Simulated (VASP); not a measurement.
The system is Ag.

```
CELL_PARAMETERS angstrom
0.00000 2.04275 2.04275
2.04275 0.00000 2.04275
2.04275 2.04275 0.00000
ATOMIC_POSITIONS crystal
Ag 0.00000 0.00000 0.00000
```

```yaml
Program: VASP 6.6.1
Task: relaxation of cell and atoms
Functional: PBEsol
Potentials_or_basis: VASP PAW PBE potentials, release 64 (Ag)
Cutoff: 600 eV
k_mesh: 16 × 16 × 16
Occupations: methfessel-paxton, width 0.1 eV
Spin: no spin polarisation
```

At the start: pressure -2.8 GPa; volume 17.05 Å³/atom.

Task: How do energy, volume and symmetry change on relaxing?

Result: Over 3 steps the energy falls by 3.8 meV/atom and the volume is 16.63 Å³/atom (-2.5 %); space group Fm-3m (No. 225, to 0.05 Å).

Step by step:
| step | energy change (eV) | largest force (eV/Å) | pressure (GPa) | volume (Å³) |
| --- | --- | --- | --- | --- |
| 1 | 0.0000 | 0.0000 | -2.79 | 17.05 |
| 2 | -0.0017 | 0.0000 | 2.30 | 16.33 |
| 3 | -0.0038 | 0.0000 | -0.01 | 16.63 |

Final structure:
```xyz
1
Lattice="0.0000 2.0258 2.0258 2.0258 0.0000 2.0258 2.0258 2.0258 0.0000" Properties=species:S:1:pos:R:3 pbc="T T T"
Ag    0.0000    0.0000    0.0000
```

Caveat: the PAW data sets were made with another functional, which shifts forces and pressure a little.
